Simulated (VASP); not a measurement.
Output of a VASP run:

File OSZICAR:
```
       N       E                     dE             d eps       ncg     rms          rms(c)
DAV:   1     0.203036773961E+02    0.20304E+02   -0.31793E+03  5316   0.364E+02
DAV:   2    -0.445705201418E+01   -0.24761E+02   -0.24208E+02  5108   0.966E+01
DAV:   3    -0.526336082943E+01   -0.80631E+00   -0.80537E+00  5184   0.165E+01
DAV:   4    -0.526993128127E+01   -0.65705E-02   -0.65700E-02  4980   0.170E+00
DAV:   5    -0.527003541202E+01   -0.10413E-03   -0.10413E-03  5348   0.186E-01    0.575E+01
DAV:   6    -0.477692757992E+01    0.49311E+00   -0.56431E-01  4620   0.657E+00    0.291E+01
DAV:   7    -0.473349980637E+01    0.43428E-01   -0.51809E-01  4856   0.561E+00    0.218E+00
DAV:   8    -0.474120838989E+01   -0.77086E-02   -0.17644E-02  4616   0.857E-01    0.956E-01
DAV:   9    -0.474121924731E+01   -0.10857E-04   -0.83749E-04  5352   0.220E-01    0.208E-01
DAV:  10    -0.474140968516E+01   -0.19044E-03   -0.58009E-04  4932   0.141E-01    0.974E-02
DAV:  11    -0.474142499944E+01   -0.15314E-04   -0.21400E-05  5276   0.268E-02    0.210E-02
DAV:  12    -0.474143069447E+01   -0.56950E-05   -0.65648E-06  4776   0.140E-02    0.946E-03
DAV:  13    -0.474143172839E+01   -0.10339E-05   -0.14333E-06  5160   0.695E-03    0.279E-03
DAV:  14    -0.474143177503E+01   -0.46634E-07   -0.30870E-08  2868   0.107E-03
   1 F= -.47414318E+01 E0= -.47414318E+01  d E =-.166684E-17
```

**OUTCAR**
```
------------------------ aborting loop because EDIFF is reached ----------------------------------------
  FORCE on cell =-STRESS in cart. coord.  units (eV):
  Direction    XX          YY          ZZ          XY          YZ          ZX
  --------------------------------------------------------------------------------------
  Total      -21.0361416    -21.0370185    -21.0355551     -0.0000872     -0.0000981     -0.0003807
  in kB     -379.0888416   -379.1046439   -379.0782726     -0.0015706     -0.0017684     -0.0068611
  external PRESSURE =    -379.0905860 kB  Pullay stress =       0.0000000 kB
  volume of cell :       88.91
      direct lattice vectors                 reciprocal lattice vectors
     0.000000000  3.542435000  3.542435000    -0.141145850  0.141145850  0.141145850
     3.542435000  0.000000000  3.542435000     0.141145850 -0.141145850  0.141145850
     3.542435000  3.542435000  0.000000000     0.141145850  0.141145850 -0.141145850
  FREE ENERGIE OF THE ION-ELECTRON SYSTEM (eV)
  ---------------------------------------------------
  free  energy   TOTEN  =        -4.7414317750 eV

  energy  without entropy=       -4.7414317750  energy(sigma->0) =       -4.74143178
```
(Selected blocks of OUTCAR.)

**POSCAR**
```
KI
1
    0.0000000000     3.5424350000     3.5424350000
    3.5424350000     0.0000000000     3.5424350000
    3.5424350000     3.5424350000     0.0000000000
K I
1 1
Direct
 -0.0003540000  -0.0017200000   0.0001060000
  0.5003540000   0.5017200000   0.4998940000
```

Problem. Reconstruct the remaining input files.

Solution. One answer among several that fit: the input of the run itself, PBEsol GGA, plane waves, VASP's PBE PAW potentials (set 64).

**KPOINTS**
```
kpoints
0
G
 7 7 7
```

**INCAR**
```
ALGO=Normal
EDIFF=1E-6
ENCUT=120
GGA=PS
ISIF=2
ISMEAR=0
LASPH=.TRUE.
LCHARG=.FALSE.
LMAXMIX=4
LREAL=.FALSE.
LWAVE=.FALSE.
NELM=100
PREC=Accurate
SIGMA=0.01
SYSTEM=KI
```

POTCAR, in this order: K_sv I (PBE.64 set). Program: vasp_std.

At this cut-off the stress carries a Pulay error, which pulls relaxed volumes low.

The structure comes from a computed database's KI entry; how it stands against other phases isn't given here. The cell was not relaxed at this level, atoms are displaced from their ideal sites. The run is one of a series of settings (ENCUT = 120 against the base run), some of them coarse on purpose.
